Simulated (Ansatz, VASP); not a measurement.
## HPtBr3 in VASP and in Ansatz

```
H Pt Br
1.0
     4.89857    0.00000    0.00000
     0.00000    4.89857    0.00000
     0.00000    0.00000    4.89857
H Pt Br
1 1 3
Direct
  0.00000 0.00000 0.00000
  0.50000 0.50000 0.50000
  0.00000 0.50000 0.50000
  0.50000 0.50000 0.00000
  0.50000 0.00000 0.50000
```

Change from the starting cell: species swapped into the ZnNi3C type (Pm-3m, No. 221).

Alike in both runs: task relaxation of cell and atoms; functional PBE; k mesh 4 × 4 × 4; occupations gaussian, width 0.1 eV; no spin polarisation.

|  | VASP | Ansatz |
| --- | --- | --- |
| version | VASP 6.6.1 | Ansatz 0.2.0 |
| potentials or method | VASP PAW PBE potentials, release 64 (H, Pt, Br) | scalar-relativistic, plane waves, PAW |
| plane-wave cutoff (eV) | 600 | 420 |
| valence electrons in the cell | 32 | 40 |

Ansatz gave:

| Item | Value |
| --- | --- |
| gap on the k mesh at the Fermi level, each at its own relaxed structure (eV) | none |
| relaxed volume (Å³/atom) | 26.83 |
| relaxed cell length with the largest relative difference (Å) | 5.119 |
| energy change over the relaxation (meV/atom) | -73 |

Question: Estimate VASP's values.

Answer: gap on the k mesh at the Fermi level, each at its own relaxed structure (eV): none; relaxed volume (Å³/atom): 26.69; relaxed cell length with the largest relative difference (Å): 5.110; energy change over the relaxation (meV/atom): -73.

A gap of «none» marks a metal or a gap that the smearing closes. The two sets of potentials don't hold the same shells in valence.

Spin-orbit coupling is left out, which matters for the levels of Pt.
